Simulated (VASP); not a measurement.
Given:

```
CELL_PARAMETERS angstrom
      0.00000     3.28261     3.28261
      3.28261     0.00000     3.28261
      3.28261     3.28261     0.00000
ATOMIC_POSITIONS crystal
  Rb 0.00000 0.00000 0.00000
  Cl 0.50000 0.50000 0.50000
```

The numbers are results of HSE06 screened hybrid, VASP's PBE PAW potentials (set 64) (plane waves; VASP), not measurements. Settings: 520 eV cut-off, 6×6×6 Γ-centred mesh, Gaussian smearing of 0.050 eV, potentials Rb_sv Cl.

Estimate the energy per atom (σ→0), band gap (on the k-mesh) with the smallest direct gap where there is one.

The band gap (on the k-mesh) comes out as 6.34 eV and the smallest direct gap (on the k-mesh) is 6.34 eV. The energy per atom (σ→0) comes out as -373.9 kJ/mol-atom.

Only differences to runs with the same potentials and settings are physical.

The compound is RbCl in the rock salt structure. This cell is one point of a volume scan, at 0.94 of the reference volume. The cell's shape comes from a PBE relaxation.
